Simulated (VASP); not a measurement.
Level of theory: PBE GGA with D3 dispersion (Becke-Johnson damping), VASP's PBE PAW potentials (set 64) (plane waves; VASP).

A VASP calculation is set up with these files.

File KPOINTS:
```
Automatic mesh
0
Gamma
7 7 7
0 0 0
```

POSCAR:
```
Ge
1
    0.0000000000     2.8290000000     2.8290000000
    2.8290000000     0.0000000000     2.8290000000
    2.8290000000     2.8290000000     0.0000000000
Ge
2
Direct
  0.0000000000   0.0000000000   0.0000000000
  0.2500000000   0.2500000000   0.2500000000
```

INCAR:
```
! general
SYSTEM   =  Ge
PREC     =  Accurate
ENCUT    =  520
LREAL    =  .FALSE.   ! projection in real space or not
LASPH    =  .TRUE.   ! aspherical one-centre terms

! electronic loop
EDIFF    =  1E-6   ! SCF stop (eV)
NELM     =  100
ALGO     =  Normal   ! blocked Davidson
LMAXMIX  =  4   ! l cut-off of mixed one-centre charges

! smearing
ISMEAR   =  0
SIGMA    =  0.05   ! width (eV)

! functional
GGA      =  PE   ! PBE
IVDW     =  12

! ions
IBRION   =  2   ! conjugate gradients
NSW      =  60
ISIF     =  3
EDIFFG   =  -0.01

! output
LWAVE    =  .FALSE.
LCHARG   =  .FALSE.
```

POTCAR, in this order: Ge_d (PBE.64 set). Program: vasp_std.

The resulting files:

**OSZICAR**
```
       N       E                     dE             d eps       ncg     rms          rms(c)
DAV:   1     0.163184967045E+03    0.16318E+03   -0.15375E+04   730   0.427E+03
DAV:   2     0.116794907011E+02   -0.15151E+03   -0.14895E+03   720   0.534E+02
DAV:   3    -0.846271928382E+01   -0.20142E+02   -0.19985E+02   800   0.146E+02
DAV:   4    -0.906746809824E+01   -0.60475E+00   -0.60335E+00   814   0.291E+01
DAV:   5    -0.907733843560E+01   -0.98703E-02   -0.98682E-02   814   0.391E+00    0.323E+00
DAV:   6    -0.902028839161E+01    0.57050E-01   -0.23646E-02   766   0.162E+00    0.193E+00
DAV:   7    -0.898660803594E+01    0.33680E-01   -0.59642E-02   764   0.238E+00    0.161E-01
DAV:   8    -0.898844773159E+01   -0.18397E-02   -0.71087E-03   818   0.127E+00    0.629E-02
DAV:   9    -0.898845413115E+01   -0.63996E-05   -0.22446E-04   920   0.287E-01    0.198E-02
DAV:  10    -0.898847626018E+01   -0.22129E-04   -0.11651E-04   808   0.190E-01    0.701E-03
DAV:  11    -0.898847729716E+01   -0.10370E-05   -0.13962E-05   882   0.727E-02    0.158E-03
DAV:  12    -0.898847748089E+01   -0.18372E-06   -0.52025E-07   462   0.118E-02
   1 F= -.95826463E+01 E0= -.95825279E+01  d E =-.958265E+01
       N       E                     dE             d eps       ncg     rms          rms(c)
DAV:   1    -0.924280981937E+01   -0.25433E+00   -0.34730E+00   954   0.403E+01    0.283E+00
DAV:   2    -0.906900267346E+01    0.17381E+00   -0.23789E-01   932   0.995E+00    0.142E+00
DAV:   3    -0.901293178883E+01    0.56071E-01   -0.10125E-01   940   0.582E+00    0.321E-01
DAV:   4    -0.900904848144E+01    0.38833E-02   -0.11672E-02   906   0.228E+00    0.775E-02
DAV:   5    -0.900899537011E+01    0.53111E-04   -0.91179E-04   912   0.592E-01    0.574E-02
DAV:   6    -0.900898481140E+01    0.10559E-04   -0.87760E-05   912   0.194E-01    0.160E-03
DAV:   7    -0.900898497733E+01   -0.16593E-06   -0.40820E-06   788   0.302E-02
   2 F= -.95865144E+01 E0= -.95864014E+01  d E =-.386806E-02
       N       E                     dE             d eps       ncg     rms          rms(c)
DAV:   1    -0.901195124591E+01   -0.29664E-02   -0.72027E-02   952   0.554E+00    0.419E-01
DAV:   2    -0.900819500633E+01    0.37562E-02   -0.53204E-03   932   0.152E+00    0.209E-01
DAV:   3    -0.900701039282E+01    0.11846E-02   -0.20179E-03   940   0.826E-01    0.504E-02
DAV:   4    -0.900693525375E+01    0.75139E-04   -0.24131E-04   922   0.326E-01    0.106E-02
DAV:   5    -0.900693238824E+01    0.28655E-05   -0.18731E-05   782   0.856E-02    0.766E-03
DAV:   6    -0.900693301439E+01   -0.62615E-06   -0.12289E-06   400   0.237E-02
   3 F= -.95868501E+01 E0= -.95867375E+01  d E =-.420374E-02
       N       E                     dE             d eps       ncg     rms          rms(c)
DAV:   1    -0.900735017968E+01   -0.41779E-03   -0.25820E-02   952   0.333E+00    0.251E-01
DAV:   2    -0.900599755796E+01    0.13526E-02   -0.19085E-03   932   0.912E-01    0.125E-01
DAV:   3    -0.900557214375E+01    0.42541E-03   -0.72918E-04   940   0.497E-01    0.301E-02
DAV:   4    -0.900554712650E+01    0.25017E-04   -0.87558E-05   922   0.197E-01    0.635E-03
DAV:   5    -0.900554594141E+01    0.11851E-05   -0.68832E-06   736   0.521E-02    0.463E-03
DAV:   6    -0.900554633247E+01   -0.39106E-06   -0.46891E-07   362   0.146E-02
   4 F= -.95869043E+01 E0= -.95867918E+01  d E =-.425797E-02
```

File OUTCAR:
```
------------------------ aborting loop because EDIFF is reached ----------------------------------------
 Edisp (eV)   -0.58136
  FORCE on cell =-STRESS in cart. coord.  units (eV):
  Direction    XX          YY          ZZ          XY          YZ          ZX
  --------------------------------------------------------------------------------------
  Total       0.00158     0.00158     0.00158    -0.00000    -0.00000     0.00000
  in kB       0.05460     0.05460     0.05460    -0.00000    -0.00000     0.00000
  external pressure =        0.05 kB  Pullay stress =        0.00 kB
  volume of cell :       46.26
      direct lattice vectors                 reciprocal lattice vectors
    -0.000000000  2.849121772  2.849121772    -0.175492675  0.175492675  0.175492675
     2.849121772 -0.000000000  2.849121772     0.175492675 -0.175492675  0.175492675
     2.849121772  2.849121772 -0.000000000     0.175492675  0.175492675 -0.175492675
 POSITION                                       TOTAL-FORCE (eV/Angst)
 -----------------------------------------------------------------------------------
      0.00000      0.00000      0.00000         0.000000      0.000000      0.000000
      1.42456      1.42456      1.42456        -0.000000     -0.000000     -0.000000
 -----------------------------------------------------------------------------------
    total drift:                                0.000000      0.000000      0.000000
  FREE ENERGIE OF THE ION-ELECTRON SYSTEM (eV)
  ---------------------------------------------------
  free  energy   TOTEN  =        -9.5869042832 eV

  energy  without entropy=       -9.5866792773  energy(sigma->0) =       -9.58679178

 reached required accuracy - stopping structural energy minimisation
```
(Selected blocks of OUTCAR.)

### CONTCAR
```
Ge
   1.00000000000000
    -0.0000000000000000    2.8491217722713285    2.8491217722713285
     2.8491217722713285   -0.0000000000000000    2.8491217722713285
     2.8491217722713285    2.8491217722713285   -0.0000000000000000
  Ge
     2
Direct
     0.0000000000000000    0.0000000000000000    0.0000000000000000
     0.2500000000000000    0.2500000000000000    0.2500000000000000
```

Energy and stress use the plane-wave basis of the starting cell.

The compound is Ge in the diamond structure. This run relaxes it. Symmetry was kept, so distortions that lower it aren't found.
